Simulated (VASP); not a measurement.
Method: PBEsol GGA, VASP's PBE PAW potentials (set 64) (plane waves; VASP).

VASP input:

File POSCAR:
```
K
1.0
  0.0000000000   3.2946940000   3.2946940000
  3.2946940000   0.0000000000   3.2946940000
  3.2946940000   3.2946940000   0.0000000000
K
1
Direct
  0.0000000000   0.0000000000   0.0000000000
```

INCAR:
```
# general
SYSTEM  =  K
PREC    =  Accurate
ENCUT   =  400   # plane-wave cut-off (eV)
LREAL   =  .FALSE.   # projection in real space or not
LASPH   =  .TRUE.

# electronic loop
EDIFF   =  1E-6
NELM    =  100   # most electronic steps
ALGO    =  Normal

# smearing
ISMEAR  =  1   # Methfessel-Paxton
SIGMA   =  0.1

# functional
GGA     =  PS

# ions
IBRION  =  2   # conjugate gradients
NSW     =  60   # most ionic steps
ISIF    =  3
EDIFFG  =  -0.01   # ionic stop

# output
LWAVE   =  .FALSE.
LCHARG  =  .FALSE.
```

### KPOINTS
```
Automatic mesh
0
Gamma
9 9 9
0 0 0
```

POTCAR, in this order: K_sv (PBE.64 set). Program: vasp_std.

What VASP printed:

### OSZICAR
```
       N       E                     dE             d eps       ncg     rms          rms(c)
DAV:   1     0.395156665831E+02    0.39516E+02   -0.33071E+03   560   0.713E+02
DAV:   2    -0.907855011499E-01   -0.39606E+02   -0.39456E+02   568   0.198E+02
DAV:   3    -0.111296103334E+01   -0.10222E+01   -0.10211E+01   880   0.290E+01
DAV:   4    -0.113478109299E+01   -0.21820E-01   -0.21780E-01   864   0.335E+00
DAV:   5    -0.113497453864E+01   -0.19345E-03   -0.19344E-03   944   0.230E-01    0.201E+00
DAV:   6    -0.113293519470E+01    0.20393E-02   -0.35914E-03   872   0.492E-01    0.130E+00
DAV:   7    -0.113241870351E+01    0.51649E-03   -0.64850E-03   760   0.611E-01    0.894E-02
DAV:   8    -0.113242026166E+01   -0.15581E-05   -0.52217E-04   896   0.290E-01    0.286E-02
DAV:   9    -0.113243323431E+01   -0.12973E-04   -0.16692E-05   736   0.430E-02    0.204E-02
DAV:  10    -0.113243189688E+01    0.13374E-05   -0.60053E-06   888   0.225E-02    0.307E-03
DAV:  11    -0.113243160925E+01    0.28763E-06   -0.10391E-07   448   0.357E-03
   1 F= -.11324316E+01 E0= -.11318262E+01  d E =-.113243E+01
       N       E                     dE             d eps       ncg     rms          rms(c)
DAV:   1    -0.113272509951E+01   -0.29320E-03   -0.75023E-03   576   0.104E+00    0.129E-01
DAV:   2    -0.113251414146E+01    0.21096E-03   -0.65403E-04   608   0.312E-01    0.466E-02
DAV:   3    -0.113244725472E+01    0.66887E-04   -0.21637E-04   736   0.141E-01    0.398E-02
DAV:   4    -0.113245406381E+01   -0.68091E-05   -0.27464E-05   968   0.353E-02    0.106E-02
DAV:   5    -0.113245702438E+01   -0.29606E-05   -0.10939E-05   968   0.229E-02    0.355E-03
DAV:   6    -0.113245737277E+01   -0.34838E-06   -0.19698E-07   344   0.459E-03
   2 F= -.11324574E+01 E0= -.11318521E+01  d E =-.257635E-04
       N       E                     dE             d eps       ncg     rms          rms(c)
DAV:   1    -0.113405926950E+01   -0.16022E-02   -0.43936E-02   560   0.252E+00    0.309E-01
DAV:   2    -0.113283181089E+01    0.12275E-02   -0.38580E-03   576   0.766E-01    0.113E-01
DAV:   3    -0.113244213062E+01    0.38968E-03   -0.12795E-03   712   0.342E-01    0.959E-02
DAV:   4    -0.113247706578E+01   -0.34935E-04   -0.16619E-04   952   0.923E-02    0.244E-02
DAV:   5    -0.113248925862E+01   -0.12193E-04   -0.62664E-05   952   0.556E-02    0.890E-03
DAV:   6    -0.113249026944E+01   -0.10108E-05   -0.13140E-06   608   0.114E-02    0.162E-03
DAV:   7    -0.113249040659E+01   -0.13715E-06   -0.65893E-08   304   0.225E-03
   3 F= -.11324904E+01 E0= -.11318855E+01  d E =-.587973E-04
```

File OUTCAR:
```
------------------------ aborting loop because EDIFF is reached ----------------------------------------
  FORCE on cell =-STRESS in cart. coord.  units (eV):
  Direction    XX          YY          ZZ          XY          YZ          ZX
  --------------------------------------------------------------------------------------
  Total       -0.0020547     -0.0020547     -0.0020547     -0.0000000      0.0000000     -0.0000000
  in kB       -0.0463523     -0.0463523     -0.0463523     -0.0000000      0.0000000     -0.0000000
  external PRESSURE =      -0.0463523 kB  Pullay stress =       0.0000000 kB
  volume of cell :       71.02
      direct lattice vectors                 reciprocal lattice vectors
    -0.000000000  3.286919941  3.286919941    -0.152118095  0.152118095  0.152118095
     3.286919941  0.000000000  3.286919941     0.152118095 -0.152118095  0.152118095
     3.286919941  3.286919941  0.000000000     0.152118095  0.152118095 -0.152118095
 POSITION                                       TOTAL-FORCE (eV/Angst)
 -----------------------------------------------------------------------------------
      0.00000      0.00000      0.00000         0.000000      0.000000      0.000000
 -----------------------------------------------------------------------------------
    total drift:                               -0.000000     -0.000000     -0.000000
  FREE ENERGIE OF THE ION-ELECTRON SYSTEM (eV)
  ---------------------------------------------------
  free  energy   TOTEN  =        -1.1324904066 eV

  energy  without entropy=       -1.1306757555  energy(sigma->0) =       -1.13188552

 reached required accuracy - stopping structural energy minimisation
```
(Selected blocks of OUTCAR.)

**CONTCAR**
```
K
   1.00000000000000
    -0.0000000000000000    3.2869199405540508    3.2869199405540508
     3.2869199405540508    0.0000000000000000    3.2869199405540508
     3.2869199405540508    3.2869199405540508    0.0000000000000000
  K
     1
Direct
     0.0000000000000000    0.0000000000000000    0.0000000000000000
```

**OUTCAR**
```
 val. band max:       -0.0295513832   @ k =   0.4444   0.3333   0.0000

 cond. band min:      -0.0170151325   @ k =  -0.3333   0.2222   0.0000


 Fermi energy:        -0.0269849070

 k-point     1 :       0.0000    0.0000    0.0000
  band No.  band energies     occupation
      1     -32.0584      2.00000
      2     -15.5662      2.00000
      3     -15.5662      2.00000
      4     -15.5662      2.00000
      5      -2.3012      2.00000
      6       4.1545      0.00000
      7       4.1545      0.00000
      8       4.1545      0.00000

 k-point     2 :       0.1111    0.0000    0.0000
  band No.  band energies     occupation
      1     -32.0579      2.00000
      2     -15.5753      2.00000
      3     -15.5674      2.00000
      4     -15.5674      2.00000
      5      -2.1521      2.00000
      6       3.7584      0.00000
      7       4.2096      0.00000
      8       4.2096      0.00000

 k-point     3 :       0.2222    0.0000    0.0000
  band No.  band energies     occupation
      1     -32.0566      2.00000
      2     -15.5982      2.00000
      3     -15.5706      2.00000
      4     -15.5706      2.00000
      5      -1.7170      2.00000
      6       2.9118      0.00000
      7       4.2402      0.00000
      8       4.2402      0.00000

 k-point     4 :       0.3333    0.0000    0.0000
  band No.  band energies     occupation
      1     -32.0550      2.00000
      2     -15.6239      2.00000
      3     -15.5741      2.00000
      4     -15.5741      2.00000
      5      -1.0312      2.00000
      6       1.9140     -0.00000
      7       4.0903      0.00000
      8       4.0903      0.00000

 k-point     5 :       0.4444    0.0000    0.0000
  band No.  band energies     occupation
      1     -32.0540      2.00000
      2     -15.6406      2.00000
      3     -15.5764      2.00000
      4     -15.5764      2.00000
      5      -0.1567      2.06944
      6       0.8784     -0.00000
      7       3.9546      0.00000
...
```

The structure was generated: K was put into the fcc type (Fm-3m), which need not be its known phase. This run relaxes it. Symmetry was kept, so distortions that lower it aren't found.
